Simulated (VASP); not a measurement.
Crystal: Ta4NiO11.

```
Ta Ni O
1.0
     4.77089    0.00000    0.00513
     0.00000    5.82454    0.00000
    -1.98628    0.00000    7.25051
Ta Ni O
4 1 11
Direct
  0.61339 0.50000 0.76042
  0.38661 0.50000 0.23958
  0.16615 0.00000 0.79875
  0.83385 0.00000 0.20125
  0.50000 0.00000 0.50000
  0.33278 0.79913 0.65053
  0.66722 0.79913 0.34947
  0.90047 0.25786 0.80718
  0.09953 0.25786 0.19282
  0.66722 0.20087 0.34947
  0.33278 0.20087 0.65053
  0.09953 0.74214 0.19282
  0.90047 0.74214 0.80718
  0.50000 0.50000 0.00000
  0.50000 0.00000 0.00000
  0.50000 0.50000 0.50000
```

The cell was built by a generator and needn't be a form met in nature.

Base run:

```yaml
Program: VASP 6.6.1
Functional: PBE
Dispersion: TS
Potentials_or_basis: VASP PAW PBE potentials, release 64 (Ta_pv, Ni, O)
Cutoff: 520 eV
k_mesh: 6 × 5 × 4
Occupations: fermi-dirac, width 0.05 eV
Spin: collinear spin, ferromagnetic start
Starting_moments: "[0.0, 0.0, 0.0, 0.0, 1.0, 0.0, 0.0, 0.0, 0.0, 0.0, 0.0, 0.0, 0.0, 0.0, 0.0, 0.0] μB"
```

Its results: band gap on the k mesh 0.82 eV, indirect (least direct gap 0.87 eV); pressure -0.9 GPa; net moment 0.00 μB per cell; largest force 0.163 eV/Å.

Task: The run is repeated on the same cell with these changes: dispersion from TS to none. What comes out?

Result: Band gap on the k mesh 0.82 eV, indirect (least direct gap 0.87 eV); pressure 0.9 GPa; net moment 0.00 μB per cell; largest force 0.127 eV/Å.

Dispersion adds attraction, which lowers the pressure at fixed volume.

Caveats: spin-orbit coupling is left out, which moves the levels of the heavy elements; an odd mesh through Γ misses points on the zone boundary, where band edges often lie.
